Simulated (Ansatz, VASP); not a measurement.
# CoSn: VASP beside Ansatz, part 2 of 2

Wanted: the spread between two codes on one cell, functional and k mesh. Of the first pair: The two relaxations start from unlike cells of this crystal (the structure described is Ansatz's start), so only their ends are compared.

VASP 6.6.1 and Ansatz 0.2.0.

So far: The starting structure; Ansatz: relaxation of cell and atoms, LDA.

**3. VASP: relaxation of cell and atoms, LDA**

Level of this step: LDA, no spin polarisation; plane waves and PAW (Co, Sn_d) (VASP).

Its own start cell and the same functional (in two slightly different forms), mesh and smearing now go to VASP, with its own data sets.

Lines of VASP's logs that name or quote its potential files are left out, and so is its time.

INCAR reads:

```
SYSTEM = CoSn
PREC = Accurate
ENCUT = 600
EDIFF = 1E-07
NELM = 120
ISMEAR = 1
SIGMA = 0.25
LREAL = .FALSE.
ALGO = Normal
GGA = CA
NBANDS = 42
LASPH = .TRUE.
LORBIT = 11
LWAVE = .FALSE.
LCHARG = .FALSE.
ISIF = 3
IBRION = 2
NSW = 80
EDIFFG = -0.005
GGA_COMPAT = .FALSE.
NELMIN = 4
KPAR = 2
```

POSCAR reads:

```
CoSn
1.0
    5.1755206396      0.0000000000      0.0000000000
   -2.5877603198      4.4821323470      0.0000000000
    0.0000000000      0.0000000000      4.1220624116
Co Sn
3 3
Direct
    0.0000000000      0.5000000000      0.0000000000
    0.5000000000      0.5000000000      0.0000000000
    0.5000000000      0.0000000000      0.0000000000
    0.6666666302      0.3333332604      0.5000000000
    0.3333333698      0.6666667396      0.5000000000
    0.0000000000      0.0000000000      0.0000000000
```

KPOINTS reads:

```
Automatic mesh
0
Gamma
9 9 10
0 0 0
```

The projector-augmented-wave data sets are Co and Sn_d (LDA family, release 64).

Run with:

```console
mpirun -np 2 vasp_std
```

Numbers of over 12 decimals in the logs are rounded to 6 here.

What it wrote:

```text
[banner, memory and clock lines left out]
running    2 mpi-ranks, on    1 nodes
 distrk:  each k-point on    1 cores,    2 groups
 distr:  one band on    1 cores,    1 groups

 POSCAR found type information on POSCAR CoSn
 POSCAR found :  2 types and       6 ions
 LDA part: xc-table for (Slater(with rela. corr.)+CA(PZ))
 , standard interpolation
 POSCAR, INCAR and KPOINTS ok, starting setup
 FFT: planning ... GRIDC
 FFT: planning ... GRID_SOFT
 FFT: planning ... GRID
 WAVECAR not read
 entering main loop
       N       E                     dE             d eps       ncg     rms          rms(c)
DAV:   1     0.729093610135E+03    0.72909E+03   -0.34589E+04  6048   0.289E+03
DAV:   2     0.747626497606E+02   -0.65433E+03   -0.63828E+03  6048   0.674E+02
DAV:   3    -0.357298686805E+02   -0.11049E+03   -0.10760E+03  6118   0.250E+02
DAV:   4    -0.417163480263E+02   -0.59865E+01   -0.59284E+01  7094   0.644E+01
DAV:   5    -0.419038782546E+02   -0.18753E+00   -0.18737E+00  8280   0.105E+01    0.153E+01
DAV:   6    -0.424081574119E+02   -0.50428E+00   -0.26701E+01  7166   0.517E+01    0.133E+01
DAV:   7    -0.393906791995E+02    0.30175E+01   -0.14111E+01  6934   0.400E+01    0.553E+00
DAV:   8    -0.391345222780E+02    0.25616E+00   -0.15541E+00  6636   0.913E+00    0.136E+00
DAV:   9    -0.391131133901E+02    0.21409E-01   -0.16984E-01  7522   0.468E+00    0.415E-01
DAV:  10    -0.391123487290E+02    0.76466E-03   -0.15448E-02  6858   0.114E+00    0.282E-01
DAV:  11    -0.391107157282E+02    0.16330E-02   -0.14906E-03  8524   0.396E-01    0.108E-01
DAV:  12    -0.391106312503E+02    0.84478E-04   -0.34006E-04  8226   0.162E-01    0.318E-02
DAV:  13    -0.391106321376E+02   -0.88727E-06   -0.56760E-05  6780   0.925E-02    0.817E-03
DAV:  14    -0.391106320773E+02    0.60338E-07   -0.35769E-06  8440   0.165E-02    0.538E-03
DAV:  15    -0.391106319825E+02    0.94746E-07   -0.47944E-07  6176   0.811E-03
   1 F= -.39110632E+02 E0= -.39125066E+02  d E =-.391106E+02
 curvature:   0.00 expect dE= 0.000E+00 dE for cont linesearch  0.000E+00
 trial: gam= 0.00000 g(F)=  0.394E-41 g(S)=  0.223E-04 ort = 0.000E+00 (trialstep = 0.100E+01)
 search vector abs. value=  0.223E-04
 bond charge predicted
       N       E                     dE             d eps       ncg     rms          rms(c)
DAV:   1    -0.391111193893E+02   -0.48731E-03   -0.85178E-03  6398   0.117E+00    0.169E-01
DAV:   2    -0.391114384884E+02   -0.31910E-03   -0.49734E-03  6970   0.787E-01    0.213E-01
DAV:   3    -0.391106740377E+02    0.76445E-03   -0.27398E-03  6890   0.586E-01    0.531E-02
DAV:   4    -0.391106279149E+02    0.46123E-04   -0.18854E-04  7922   0.149E-01    0.997E-03
DAV:   5    -0.391106261121E+02    0.18028E-05   -0.13508E-05  7114   0.396E-02    0.311E-03
DAV:   6    -0.391106256083E+02    0.50385E-06   -0.84676E-07  6924   0.827E-03    0.134E-03
DAV:   7    -0.391106255730E+02    0.35246E-07   -0.56088E-08  3232   0.277E-03
   2 F= -.39110626E+02 E0= -.39125082E+02  d E =0.640947E-05
 trial-energy change:    0.000006  1 .order    0.000007   -0.000022    0.000037
 step:   0.3973(harm=  0.3778)  dis= 0.00000  next Energy=   -39.110636 (dE=-0.448E-05)
 bond charge predicted
       N       E                     dE             d eps       ncg     rms          rms(c)
DAV:   1    -0.391108149740E+02   -0.18937E-03   -0.30916E-03  6388   0.701E-01    0.102E-01
DAV:   2    -0.391109317053E+02   -0.11673E-03   -0.18115E-03  6978   0.475E-01    0.129E-01
DAV:   3    -0.391106529188E+02    0.27879E-03   -0.99881E-04  6898   0.354E-01    0.319E-02
DAV:   4    -0.391106363427E+02    0.16576E-04   -0.68375E-05  7908   0.897E-02    0.613E-03
DAV:   5    -0.391106356913E+02    0.65133E-06   -0.49186E-06  7098   0.240E-02    0.196E-03
DAV:   6    -0.391106355087E+02    0.18265E-06   -0.30566E-07  5718   0.503E-03    0.779E-04
DAV:   7    -0.391106355005E+02    0.81782E-08   -0.26990E-08  3138   0.183E-03
   3 F= -.39110636E+02 E0= -.39125079E+02  d E =-.351800E-05
 curvature:  -0.19 expect dE=-0.836E-08 dE for cont linesearch -0.821E-08
 trial: gam=-0.04219 g(F)=  0.630E-41 g(S)=  0.443E-07 ort = 0.985E-06 (trialstep = 0.879E+00)
 search vector abs. value=  0.967E-09
 reached required accuracy - stopping structural energy minimisation
```

From OUTCAR (step 3):

```text
ion  position               nearest neighbor table
   1  0.000  0.500  0.000-   4 2.55   5 2.55   4 2.55   5 2.55   3 2.59   6 2.59   6 2.59   3 2.59
                             2 2.59   2 2.59
   2  0.500  0.500  0.000-   4 2.55   5 2.55   4 2.55   5 2.55   3 2.59   6 2.59   3 2.59   6 2.59
                             1 2.59   1 2.59
   3  0.500  0.000  0.000-   4 2.55   5 2.55   4 2.55   5 2.55   1 2.59   2 2.59   2 2.59   1 2.59
                             6 2.59   6 2.59
   4  0.667  0.333  0.500-   3 2.55   3 2.55   2 2.55   2 2.55   1 2.55   1 2.55   5 2.99   5 2.99
                             5 2.99   6 3.63   6 3.63   6 3.63   6 3.63   6 3.63   6 3.63
   5  0.333  0.667  0.500-   3 2.55   3 2.55   2 2.55   2 2.55   1 2.55   1 2.55   4 2.99   4 2.99
                             4 2.99   6 3.63   6 3.63   6 3.63   6 3.63   6 3.63   6 3.63
   6  0.000  0.000  0.000-   1 2.59   2 2.59   1 2.59   2 2.59   3 2.59   3 2.59   4 3.63   5 3.63
                             5 3.63   4 3.63   5 3.63   4 3.63   5 3.63   4 3.63   5 3.63   5 3.63

  LATTYP: Found a hexagonal cell.
 ALAT       =     5.1755206396
 C/A-ratio  =     0.7964536708

 Subroutine GETGRP returns: Found 24 space group operations
 (whereof 24 operations were pure point group operations)

The static configuration has the point symmetry D_6h.

 Found     72 irreducible k-points:

   k-points           NKPTS =     72   k-points in BZ     NKDIM =     72   number of bands    NBANDS=     42

   dimension x,y,z NGX =    42 NGY =   42 NGZ =   36
   dimension x,y,z NGXF=    84 NGYF=   84 NGZF=   72

   ENCUT  =  600.0 eV  44.10 Ry    6.64 a.u.  10.34 10.34  8.23*2*pi/ulx,y,z

   NELECT =      69.0000    total number of electrons

 k-points in reciprocal lattice and weights: Automatic mesh
   0.00000000  0.00000000  0.00000000       0.001
   0.11111111 -0.00000000  0.00000000       0.007
   0.22222222  0.00000000  0.00000000       0.007
   0.33333333  0.00000000  0.00000000       0.007
   0.44444444  0.00000000  0.00000000       0.007
   0.11111111  0.11111111  0.00000000       0.007
   0.22222222  0.11111111  0.00000000       0.015
   0.33333333  0.11111111  0.00000000       0.015
   0.44444444  0.11111111  0.00000000       0.007
[...]
0.33333333  0.22222222  0.50000000       0.015
   0.33333333  0.33333333  0.50000000       0.002

 average (electrostatic) potential at core
       1 -77.2047       2 -77.2047       3 -77.2047       4 -95.9879       5 -95.9879
       6 -96.0736

 E-fermi :  10.4844

 k-point     1 :       0.0000    0.0000    0.0000
  band No.  band energies     occupation
    ...
     30      10.0133      2.02280
     31      10.0332      2.02849
     32      10.0332      2.02849
     33      10.0545      2.03541
     34      10.0545      2.03541
     35      11.0187     -0.01001
     36      11.2131     -0.00030
     37      11.9628     -0.00000
     38      11.9628     -0.00000
     39      13.6273     -0.00000
    ...

 k-point     2 :       0.1111   -0.0000    0.0000
  band No.  band energies     occupation
    ...
     30       9.9781      2.01472
     31      10.0347      2.02895
     32      10.0488      2.03347
     33      10.0801      2.04455
     34      10.1449      2.06639
     35      11.0204     -0.00977
     36      11.4125     -0.00000
     37      12.0198     -0.00000
     38      12.1097     -0.00000
     39      13.7094     -0.00000
    ...

 k-point     3 :       0.2222    0.0000    0.0000
  band No.  band energies     occupation
    ...
     30       9.8664      2.00262
     31       9.9920      2.01761
     32      10.0453      2.03232
     33      10.1528      2.06816
     34      10.4245      1.39303
     35      11.0726     -0.00435
     36      11.7110     -0.00000
     37      12.2586     -0.00000
     38      12.7705     -0.00000
     39      14.0033     -0.00000
    ...

  Total        0.0011826      0.0011826      0.0016464      0.0000000     -0.0000000      0.0000000
  in kB        0.0198090      0.0198090      0.0275783      0.0000000     -0.0000000      0.0000000
  external PRESSURE =       0.0223988 kB  Pullay stress =       0.0000000 kB

  energy-cutoff  :      600.00
  volume of cell :       95.65
      direct lattice vectors                 reciprocal lattice vectors
     5.176012752 -0.000000000  0.000000000     0.193198906  0.111543440  0.000000000
    -2.588006376  4.482558529 -0.000000000     0.000000000  0.223086881 -0.000000000
    -0.000000000  0.000000000  4.122479025    -0.000000000  0.000000000  0.242572490

 POSITION                                       TOTAL-FORCE (eV/Angst)
 -----------------------------------------------------------------------------------
     -1.29400      2.24128      4.12248        -0.000000     -0.000000      0.000000
      1.29400      2.24128      4.12248        -0.000000     -0.000000      0.000000
      2.58801     -0.00000      4.12248        -0.000000     -0.000000      0.000000
      2.58801      1.49419      2.06124        -0.000000     -0.000000     -0.000000
      0.00000      2.98837      2.06124         0.000000      0.000000     -0.000000
     -0.00000      0.00000      4.12248        -0.000000     -0.000000      0.000000
 -----------------------------------------------------------------------------------
    total drift:                                0.000000      0.000000      0.000000

  FREE ENERGIE OF THE ION-ELECTRON SYSTEM (eV)
  ---------------------------------------------------
  free  energy   TOTEN  =       -39.1106355005 eV

  energy  without entropy=      -39.1539645552  energy(sigma->0) =      -39.12507852

 reached required accuracy - stopping structural energy minimisation

 total charge
# of ion       s       p       d       tot
------------------------------------------
    1        0.421   0.506   7.536   8.463
    2        0.421   0.506   7.536   8.463
    3        0.421   0.506   7.536   8.463
    4        1.144   1.326  10.090  12.561
    5        1.144   1.326  10.090  12.561
    6        1.171   1.168  10.055  12.394
--------------------------------------------------
tot          4.723   5.339  52.843  62.905

[... 3 further parts left out ...]
```

CONTCAR:

```
CoSn
   1.00000000000000
     5.1760127522040928   -0.0000000000000000    0.0000000000000000
    -2.5880063761020464    4.4825585290153249   -0.0000000000000000
    -0.0000000000000000    0.0000000000000000    4.1224790245641634
  Co              Sn
     3     3
Direct
     0.0000000000000000    0.5000000000000000    1.0000000000000000
     0.5000000000000000    0.5000000000000000    1.0000000000000000
     0.5000000000000000    0.0000000000000000    1.0000000000000000
     0.6666666301999982    0.3333332604000034    0.5000000000000000
     0.3333333698000018    0.6666667395999966    0.5000000000000000
     0.0000000000000000    0.0000000000000000    1.0000000000000000
```

This run has no spin polarisation, so a moment on Co, if there is one, isn't seen. Its electron count is odd, so without a moment it is a metal by construction. The run keeps the 24 symmetry operations of its start, so it cannot find a distortion of lower symmetry.

**4. Comparison**

Known differences besides the potentials themselves: the two LDA forms differ slightly; the data sets hold 93 valence electrons in Ansatz (on its default PAW (the set named soft_2) files) and 69 in VASP; the cutoff is 420 eV in Ansatz and 600 eV in VASP; VASP's log shows a relativistic correction to its local exchange, Ansatz's none; Ansatz adds a Pulay correction to the stress that steers its cell, VASP none. Total energies have different zeros and are not compared.

Both answers:

| quantity | Ansatz | VASP | difference |
| --- | --- | --- | --- |
| volume (Å³) | 95.53 | 95.65 | -0.13 % |
| edge a after relaxation, in the typed setting (Å) | 5.173 | 5.176 | -0.05 % |
| edge c after relaxation, in the typed setting (Å) | 4.122 | 4.122 | -0.02 % |

**5. Ansatz: elastic constants, LDA**

Elastic constants are differences of stresses under small strains, so they test the stress and the mesh.

The structure shown comes from an earlier Ansatz run, which isn't shown and may have moved the atoms alone.

input.yaml reads:

```yaml
crystal:
  lattice:
    - [5.1814443053, 0.0, 0.0]
    - [-2.5907221526, 4.4872623967, 0.0]
    - [0.0, 0.0, 4.1089315139]
  atoms:
    - { symbol: Co, position: [0.0, 0.5, 0.0] }
    - { symbol: Co, position: [0.5, 0.5, 0.0] }
    - { symbol: Co, position: [0.5, 0.0, 0.0] }
    - { symbol: Sn, position: [0.6666666667, 0.3333333333, 0.5] }
    - { symbol: Sn, position: [0.3333333333, 0.6666666667, 0.5] }
    - { symbol: Sn, position: [0.0, 0.0, 0.0] }
kpoints:
  mp_grid: { grid: [4, 4, 4] }
hamiltonian:
  xc: lda
scf:
  occupations: { method: methfessel_paxton, width: 0.25 }
output:
  forces: true
  stress: true
  eigenvalues: true
elastic:
  mode: relaxed_ion
  stencil: two_point
  amplitude: 0.01
```

Run with:

```console
ansatz run input.yaml --threads 4 --pin off --max-ram 16384MiB --backend cpu --events-out ev --progress --plain --runs-dir out
```

What it wrote:

```text
[...]
Crystal: 6 atoms, lattice volume = 95.535 Å³
Basis set: ecut = 420 eV, 1867 PW (Γ)
Bands: 56, of which v1, the nominal top of the filled ones, is band 47 counted from 1 (46 counted from 0)
Symmetry: 24 space group operations
[...]
k-points: 12 of 64
[...]
1.000e-2       3.0150      -32827.9991735      10   11325   1908   relax 0 steps, max|allowed force component| 2.62e-17 eV/Å
[...]
δ    σ_23 (GPa)             F (eV)   n_scf  n_hpsi   n_pw
    -1.000e-2      -0.8604      -32828.0057852       2   10771   1885   relax 3 steps, max|allowed force component| 9.73e-6 eV/Å
     1.000e-2       0.8604      -32828.0057852       2   10757   1885   relax 3 steps, max|allowed force component| 9.73e-6 eV/Å
[key lines of the parts left out:]
SCF converged after 13 iterations
Free energy (F): -32828.008395 eV
Fermi energy:    15.739695 eV
P = ⅓ Tr σ = -0.0005 GPa (-0.005 kbar)
```

**6. VASP: elastic constants, LDA**

The same cell, functional (in two slightly different forms), mesh and smearing now go to VASP, with its own data sets.

INCAR reads:

```
SYSTEM = CoSn
PREC = Accurate
ENCUT = 600
EDIFF = 1E-08
NELM = 120
ISMEAR = 1
SIGMA = 0.25
LREAL = .FALSE.
ALGO = Normal
GGA = CA
NBANDS = 42
LASPH = .TRUE.
LORBIT = 11
LWAVE = .FALSE.
LCHARG = .FALSE.
ISIF = 3
IBRION = 6
NFREE = 2
POTIM = 0.015
NSW = 1
GGA_COMPAT = .FALSE.
KPAR = 2
```

POSCAR reads:

```
CoSn
1.0
    5.1814443053      0.0000000000      0.0000000000
   -2.5907221526      4.4872623967      0.0000000000
    0.0000000000      0.0000000000      4.1089315139
Co Sn
3 3
Direct
    0.0000000000      0.5000000000      0.0000000000
    0.5000000000      0.5000000000      0.0000000000
    0.5000000000      0.0000000000      0.0000000000
    0.6666666667      0.3333333333      0.5000000000
    0.3333333333      0.6666666667      0.5000000000
    0.0000000000      0.0000000000      0.0000000000
```

KPOINTS reads:

```
Automatic mesh
0
Gamma
4 4 4
0 0 0
```

Run with:

```console
mpirun -np 2 vasp_std
```

What it wrote:

```text
[... set-up lines as in an earlier step ...]
 entering main loop
       N       E                     dE             d eps       ncg     rms          rms(c)
DAV:   1     0.737624936689E+03    0.73762E+03   -0.34506E+04  1008   0.293E+03
DAV:   2     0.775420059314E+02   -0.66008E+03   -0.64384E+03  1008   0.680E+02
DAV:   3    -0.355501558559E+02   -0.11309E+03   -0.11010E+03  1026   0.253E+02
DAV:   4    -0.417083573868E+02   -0.61582E+01   -0.61010E+01  1158   0.656E+01
[...]
DAV:  14    -0.391033899370E+02    0.33458E-06   -0.33908E-06  1440   0.141E-02    0.518E-03
DAV:  15    -0.391033897973E+02    0.13969E-06   -0.73780E-07  1248   0.102E-02    0.105E-03
DAV:  16    -0.391033897976E+02   -0.30741E-09   -0.81309E-08  1124   0.315E-03
   1 F= -.39103390E+02 E0= -.39114856E+02  d E =0.343986E-01
[... from here on, the cycles between the ionic steps are left out ...]
   2 F= -.39086402E+02 E0= -.39097736E+02  d E =0.340013E-01
  18 F= -.39102393E+02 E0= -.39113864E+02  d E =0.344124E-01
  19 F= -.39102393E+02 E0= -.39113864E+02  d E =0.344124E-01
  20 F= -.39101582E+02 E0= -.39113045E+02  d E =0.343900E-01
  21 F= -.39101582E+02 E0= -.39113045E+02  d E =0.343900E-01
  22 F= -.39102308E+02 E0= -.39113772E+02  d E =0.343928E-01
  23 F= -.39102308E+02 E0= -.39113772E+02  d E =0.343926E-01
  24 F= -.39102944E+02 E0= -.39114413E+02  d E =0.344081E-01
  25 F= -.39102944E+02 E0= -.39114413E+02  d E =0.344083E-01
 Finite differences progress:
  Degree of freedom:  12/ 12
  Displacement:        2/  2
  Total:              24/ 24
```

OUTCAR, selected parts (step 6):

```text
[... 2 further parts left out ...]
[key lines of the parts left out:]
E-fermi :  10.6358
```

Levels, forces or a CONTCAR printed for this step are those of its last displaced cell, not of the structure at rest.

**7. Comparison**

What differs besides the data sets and the points named for the pairs above, as far as they apply: the data sets hold 93 valence electrons in Ansatz (on its default PAW (the set named soft_2) files) and 69 in VASP; VASP takes each elastic constant from one size of strain, Ansatz from those that its log lists. Total energies have different zeros and are not compared.

Compared:

| quantity | Ansatz | VASP | difference |
| --- | --- | --- | --- |
| C11 (GPa) | 279.2 | 280.1 | -0.30 % |
| C22 (GPa) | 279.2 | 280.1 | -0.30 % |
| C33 (GPa) | 315.3 | 316.8 | -0.46 % |
| C12 (GPa) | 114.5 | 115.3 | -0.66 % |
| C13 (GPa) | 79.4 | 80.7 | -1.54 % |
| C23 (GPa) | 79.4 | 80.7 | -1.54 % |
| C44 (GPa) | 86.0 | 86.5 | -0.49 % |
| C55 (GPa) | 86.0 | 86.5 | -0.49 % |
| C66 (GPa) | 82.3 | 82.4 | -0.04 % |

**8. Results**

```json
{
  "difference in volume (relaxation of cell and atoms, LDA)": "-0.13 %",
  "difference in C13 (elastic constants, LDA)": "-1.5 %"
}
```

In words: The difference in C13 is -1.5 % (elastic constants, LDA), within the 5 % picked in this series as the mark of a large difference. The data sets hold unlike numbers of valence electrons (93 in Ansatz and 69 in VASP), so part of the differences comes from the potentials. How closely two codes agree says nothing of how well the functional describes the real material.

[Lines on the potential files, build, host, timing and source positions are cut from VASP's logs without a mark.]

[Logs are printed without paths, hosts, clocks, repeated set-up lines and the standing remarks that a program may print on its own settings, such as how far it seeks lower states.]

[Hosts, paths, dates, database ids (printed as entryN), source tags and the programs' standing remarks are cut or masked in the printed files.]
